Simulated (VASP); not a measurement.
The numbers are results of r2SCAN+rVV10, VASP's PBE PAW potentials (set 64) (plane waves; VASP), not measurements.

A VASP calculation is set up with these files.

POSCAR:
```
HfN
1
    0.0000000000     2.2065477688     2.2065477688
    2.2065477688     0.0000000000     2.2065477688
    2.2065477688     2.2065477688     0.0000000000
Hf N
1 1
Direct
  0.0000000000   0.0000000000   0.0000000000
  0.5000000000   0.5000000000   0.5000000000
```

File KPOINTS:
```
Automatic mesh
0
Gamma
14 14 14
0 0 0
```

INCAR:
```
# general
SYSTEM    =  HfN
PREC      =  Accurate
ENCUT     =  520
LREAL     =  .FALSE.
LASPH     =  .TRUE.

# electronic loop
EDIFF     =  1E-7
NELM      =  100
ALGO      =  Normal
LMAXMIX   =  6
LMIXTAU   =  .TRUE.

# smearing
ISMEAR    =  1
SIGMA     =  0.1

# functional
METAGGA   =  R2SCAN
LUSE_VDW  =  .TRUE.
BPARAM    =  11.95
CPARAM    =  0.0093

# ions
ISIF      =  2

# output
LWAVE     =  .FALSE.
LCHARG    =  .FALSE.
```

POTCAR, in this order: Hf_pv N (PBE.64 set). Program: vasp_std.

Unless said otherwise, spin-orbit coupling is left out, though it shifts the bands of the heavy elements here.

Q: Predict the energy per atom (σ→0), pressure, band gap (on the k-mesh).

A: 
The energy per atom (σ→0) is -28.961 eV/atom and the band gap (on the k-mesh) comes out as none (metal, semimetal or under 0.01 eV). The pressure is 20.78 GPa.

File OSZICAR:
```
...
DAV:  18    -0.579222667783E+02   -0.14873E-04   -0.28687E-06  2672   0.180E-02    0.166E-02
DAV:  19    -0.579222652266E+02    0.15517E-05   -0.28539E-07  2467   0.591E-03    0.961E-03
DAV:  20    -0.579222681873E+02   -0.29607E-05   -0.97868E-07  2702   0.747E-03    0.601E-04
DAV:  21    -0.579222662784E+02    0.19089E-05   -0.48061E-08  1276   0.288E-03    0.124E-03
DAV:  22    -0.579222665915E+02   -0.31310E-06   -0.13237E-08  1249   0.997E-04    0.546E-04
DAV:  23    -0.579222664095E+02    0.18197E-06   -0.20835E-09  1234   0.578E-04    0.432E-04
DAV:  24    -0.579222664826E+02   -0.73071E-07   -0.83713E-10  1207   0.229E-04
   1 F= -.57922266E+02 E0= -.57922219E+02  d E =-.142610E-03
```

The compound is HfN in the rock salt structure. This cell is one point of a volume scan, at 0.94 of the reference volume. The electron count is odd and the run is not spin-polarised, which forces a metal.
